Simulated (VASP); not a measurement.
Method: PBE GGA with spin-orbit coupling, VASP's PBE PAW potentials (set 64) (plane waves; VASP 6.6.1).

A VASP calculation is set up with these files.

### KPOINTS
```
Automatic mesh
0
Gamma
5 5 1
0 0 0
```

**POSCAR**
```
InBi
1
    4.8196110000     0.0000000000     0.0000000000
   -2.4098050000     4.1739050000     0.0000000000
    0.0000000000     0.0000000000    14.0000000000
In Bi
1 1
Direct
  0.6620860000   0.3305200000   0.4999210000
  0.3379140000   0.6694800000   0.5000790000
```

### INCAR
```
ALGO = Normal
EDIFF = 1E-6
ENCUT = 300
GGA = PE
GGA_COMPAT = .False.
ISIF = 2
ISMEAR = 0
LASPH = .True.
LCHARG = .False.
LMAXMIX = 4
LNONCOLLINEAR = .True.
LORBIT = 11
LREAL = .False.
LSORBIT = .True.
LWAVE = .False.
MAGMOM = 0.0 0.0 0.0 0.0 0.0 0.0
NELM = 100
PREC = Accurate
SIGMA = 0.05
SYSTEM = InBi
```

POTCAR, in this order: In_d Bi_d (PBE.64 set). Program: vasp_ncl.

The cell holds a wide vacuum, so values per volume refer to the whole cell.

Q: Predict the energy per atom (σ→0), largest force, band gap (on the k-mesh).

A: 
energy per atom (σ→0): -3.160 eV/atom
band gap (on the k-mesh): none (metal, semimetal or under 0.01 eV)
largest force: 0.315 eV/Å

File OSZICAR:
```
...
DAV:  16    -0.632142976078E+01   -0.15377E-03   -0.19886E-05  1692   0.179E-02    0.208E-02
DAV:  17    -0.632144458961E+01   -0.14829E-04   -0.15306E-06  1580   0.159E-02    0.926E-03
DAV:  18    -0.632151987582E+01   -0.75286E-04   -0.30871E-06  1524   0.128E-02    0.104E-03
DAV:  19    -0.632153637551E+01   -0.16500E-04   -0.38926E-07  1432   0.380E-03    0.281E-03
DAV:  20    -0.632154347688E+01   -0.71014E-05   -0.18270E-07  1328   0.372E-03    0.256E-03
DAV:  21    -0.632154602350E+01   -0.25466E-05   -0.11220E-07  1352   0.295E-03    0.858E-04
DAV:  22    -0.632154628687E+01   -0.26337E-06   -0.17222E-08  1240   0.116E-03
   1 F= -.63215463E+01 E0= -.63201562E+01  d E =-.278019E-02  mag=     0.0000     0.0000    -0.0000
```

The cell is a sheet with vacuum, built from a generated structure.
